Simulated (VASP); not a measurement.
An input for Ansatz (written as the equivalent of a VASP run, and not itself run):

Ansatz 0.2 input:
```yaml
crystal:
  lattice:
    - [0.0000000, 2.1800000, 2.1800000]
    - [2.1800000, 0.0000000, 2.1800000]
    - [2.1800000, 2.1800000, 0.0000000]
  atoms:
    - { symbol: Si, position: [0.0000000, 0.0000000, 0.0000000] }
    - { symbol: C, position: [0.2500000, 0.2500000, 0.2500000] }
kpoints:
  mp_grid: { grid: [9, 9, 9] }
hamiltonian:
  xc: pbe
  pseudopotentials: { kind: paw }
scf:
  occupations: { method: gaussian, width: 0.05 }
  max_iter: 100
output: { forces: true, stress: true, eigenvalues: true }
```

Question: Translate this input to VASP (INCAR, KPOINTS, POSCAR, choice of POTCAR).

Answer: This is not unique; one that fits is 
### POSCAR
```
SiC
1
    0.0000000000     2.1800000000     2.1800000000
    2.1800000000     0.0000000000     2.1800000000
    2.1800000000     2.1800000000     0.0000000000
Si C
1 1
Direct
  0.0000000000   0.0000000000   0.0000000000
  0.2500000000   0.2500000000   0.2500000000
```

KPOINTS:
```
Automatic mesh
0
Gamma
9 9 9
0 0 0
```

**INCAR**
```
SYSTEM=SiC
PREC=Accurate; ENCUT=520; LREAL=F
LASPH=T
EDIFF=1E-6; NELM=100; ALGO=Normal
ISMEAR=0; SIGMA=0.05
GGA=PE
ISIF=2
LWAVE=F; LCHARG=F
```

POTCAR, in this order: Si C (PBE.64 set). Program: vasp_std.

What does not carry over: each code has its own PAW files, so the cut-off isn't converted (ENCUT is set for VASP's; basis.ecutwfc is left out, and Ansatz then takes the one that its files recommend); Ansatz stops its SCF on the density residual and VASP on the energy change (EDIFF).

The compound is SiC in the zinc blende structure. The cell was not relaxed at this level.
